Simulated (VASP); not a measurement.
Data:

```yaml
crystal:
  lattice:
    - [4.29749, 0.00000, 0.00000]
    - [0.00000, 4.29749, 0.00000]
    - [0.00000, 0.00000, 4.29749]
  atoms:
    - { symbol: Ti, position: [0.00000, 0.00000, 0.00000] }
    - { symbol: Ti, position: [0.50000, 0.50000, 0.00000] }
    - { symbol: Ti, position: [0.50000, 0.00000, 0.50000] }
    - { symbol: N, position: [0.50000, 0.50000, 0.50000] }
    - { symbol: N, position: [0.00000, 0.00000, 0.50000] }
    - { symbol: N, position: [0.00000, 0.50000, 0.00000] }
    - { symbol: N, position: [0.50000, 0.00000, 0.00000] }
    - { symbol: Hf, position: [0.00000, 0.50000, 0.50000] }
```

All values below come from PBEsol GGA, VASP's PBE PAW potentials (set 64) (plane waves; VASP). Numerical set-up: 520 eV cut-off, 8×8×8 Γ-centred mesh, tetrahedra with Blöchl corrections, potentials Ti_sv N Hf_pv.

The cores are frozen, which limits the accuracy of field gradients.

### Question
Give the principal components of the electric field gradient (V/Å²) and the asymmetry η at each nucleus.

### Answer

```tsv
atom	Vxx	Vyy	Vzz	η
Ti1	-1.4	-1.4	2.7	0.00
Ti2	-1.4	-1.4	2.7	0.00
Ti3	-1.4	-1.4	2.7	0.00
N4	8.3	8.3	-16.5	0.00
N5	8.3	8.3	-16.5	0.00
N6	8.3	8.3	-16.5	0.00
N7	0.0	0.0	0.0	-
Hf8	0.0	0.0	0.0	-
```

The structure was generated: HfTi3N4 was put into an ordered model structure (Pm-3m), which need not be its known phase. It was relaxed first.
